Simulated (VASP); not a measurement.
Calculation: PBEsol GGA, VASP's PBE PAW potentials (set 64) (plane waves; VASP 6.6.1).

VASP ran on this input.

**INCAR**
```
ALGO  =  Normal
DIPOL  =  0.5 0.5 0.5
EDIFF  =  1E-6
ENCUT  =  400
GGA  =  PS
IDIPOL  =  3
ISMEAR  =  1
LASPH  =  .TRUE.
LCHARG  =  .FALSE.
LDIPOL  =  .TRUE.
LMAXMIX  =  6
LORBIT  =  11
LREAL  =  .FALSE.
LVHAR  =  .TRUE.
LWAVE  =  .FALSE.
NELM  =  100
NELMIN  =  4
PREC  =  Normal
SIGMA  =  0.1
SYSTEM  =  Ir(100) slab
```

**POSCAR**
```
Ir(100) slab
1.0
  2.7102696887   0.0000000000   0.0000000000
  0.0000000000   2.7102696887   0.0000000000
  0.0000000000   0.0000000000  26.4709670589
Ir
6
Cartesian
  0.0000000000   1.3551348443   8.5234753399
  1.3551348443   0.0000000000  10.3420984816
  2.7102696887   1.3551348443  12.2685558115
  1.3551348443   0.0000000000  14.2024112474
  0.0000000000   1.3551348443  16.1288685773
  1.3551348443   0.0000000000  17.9474917190
```

**KPOINTS**
```
Automatic mesh
0
Gamma
10 10 1
0 0 0
```

POTCAR, in this order: Ir (PBE.64 set). Program: vasp_std. Read from the step before: WAVECAR.

What VASP printed:

**OUTCAR**
```
 ion  position               nearest neighbor table
   1  0.000  0.500  0.322-   2 2.64   2 2.64   2 2.64   2 2.64
   2  0.500  0.000  0.391-   1 2.64   1 2.64   1 2.64   1 2.64   3 2.72   3 2.72   3 2.72   3 2.72
  LATTYP: Found a simple tetragonal cell.
 ALAT       =     2.7102696887
 C/A-ratio  =     9.7669125583
 Subroutine PRICEL returns:
 Original cell was already a primitive cell.
 Subroutine GETGRP returns: Found 16 space group operations
The static configuration has the point symmetry D_2d.
 The point group associated with its full space group is D_4h.
The dynamic configuration has the point symmetry D_2d.
 Subroutine INISYM returns: Found 16 space group operations
 Subroutine IBZKPT returns following result:
 Found     21 irreducible k-points:

 Following reciprocal coordinates:
            Coordinates               Weight
  0.000000  0.000000  0.000000      1.000000
  0.100000  0.000000  0.000000      4.000000
  0.200000  0.000000  0.000000      4.000000
  0.300000  0.000000  0.000000      4.000000
  0.400000  0.000000  0.000000      4.000000
  0.500000  0.000000  0.000000      2.000000
  0.100000  0.100000  0.000000      4.000000
...
```

**OSZICAR**
```
       N       E                     dE             d eps       ncg     rms          rms(c)
DAV:   1    -0.559793121754E+02   -0.55979E+02   -0.50703E-02  2512   0.145E+00    0.741E-01
DAV:   2    -0.561689713025E+02   -0.18966E+00   -0.17484E+00  2560   0.875E+00    0.421E+00
DAV:   3    -0.559709326273E+02    0.19804E+00   -0.11585E+00  2584   0.697E+00    0.242E-01
DAV:   4    -0.559716270238E+02   -0.69440E-03   -0.13837E-02  1896   0.711E-01    0.105E-01
DAV:   5    -0.559715412976E+02    0.85726E-04   -0.11412E-03  2096   0.255E-01    0.149E-02
DAV:   6    -0.559715464329E+02   -0.51353E-05   -0.40718E-05  1488   0.521E-02    0.117E-02
DAV:   7    -0.559715481070E+02   -0.16741E-05   -0.18834E-06  1104   0.119E-02    0.115E-02
DAV:   8    -0.559715495655E+02   -0.14585E-05   -0.14797E-06   872   0.123E-02    0.567E-03
DAV:   9    -0.559715505871E+02   -0.10215E-05   -0.33074E-06  1168   0.970E-03    0.134E-03
DAV:  10    -0.559715516621E+02   -0.10751E-05   -0.40746E-07   776   0.618E-03    0.117E-03
DAV:  11    -0.559715517131E+02   -0.51003E-07   -0.13057E-07   720   0.216E-03
   1 F= -.55971552E+02 E0= -.55972154E+02  d E =0.180613E-02
```

File OUTCAR:
```
------------------------ aborting loop because EDIFF is reached ----------------------------------------
  FORCE on cell =-STRESS in cart. coord.  units (eV):
  Direction    XX          YY          ZZ          XY          YZ          ZX
  --------------------------------------------------------------------------------------
  Total       -3.8375004     -3.8375004      0.0479215      0.0000000     -0.0000000      0.0000000
  in kB      -31.6201690    -31.6201690      0.3948624      0.0000000     -0.0000000      0.0000000
  external PRESSURE =     -20.9484919 kB  Pullay stress =       0.0000000 kB
  volume of cell :      194.44
      direct lattice vectors                 reciprocal lattice vectors
     2.710269689  0.000000000  0.000000000     0.368966972  0.000000000  0.000000000
     0.000000000  2.710269689  0.000000000     0.000000000  0.368966972  0.000000000
     0.000000000  0.000000000 26.470967059     0.000000000  0.000000000  0.037777237
 POSITION                                       TOTAL-FORCE (eV/Angst)
 -----------------------------------------------------------------------------------
      0.00000      1.35513      8.52348         0.000000      0.000000     -0.013603
      1.35513      0.00000     10.34210        -0.000000      0.000000      0.006168
      0.00000      1.35513     12.26856        -0.000000      0.000000      0.019715
      1.35513      0.00000     14.20241        -0.000000      0.000000     -0.019715
      0.00000      1.35513     16.12887        -0.000000      0.000000     -0.006168
      1.35513      0.00000     17.94749        -0.000000      0.000000      0.013603
 -----------------------------------------------------------------------------------
    total drift:                                0.000000      0.000000      0.000000
  FREE ENERGIE OF THE ION-ELECTRON SYSTEM (eV)
  ---------------------------------------------------
  free  energy   TOTEN  =       -55.9715517131 eV

  energy  without entropy=      -55.9733578459  energy(sigma->0) =      -55.97215376

 total charge

# of ion       s       p       d       tot
------------------------------------------
    1        0.663   0.539   6.966   8.168
    2        0.683   0.769   6.977   8.429
    3        0.672   0.737   6.976   8.385
    4        0.672   0.737   6.976   8.385
    5        0.683   0.769   6.977   8.429
    6        0.663   0.539   6.966   8.168
--------------------------------------------------
tot          4.036   4.091  41.838  49.965
```
(Selected blocks of OUTCAR.)

The cell is a thin slab with vacuum, built from Ir (fcc): (100) face.
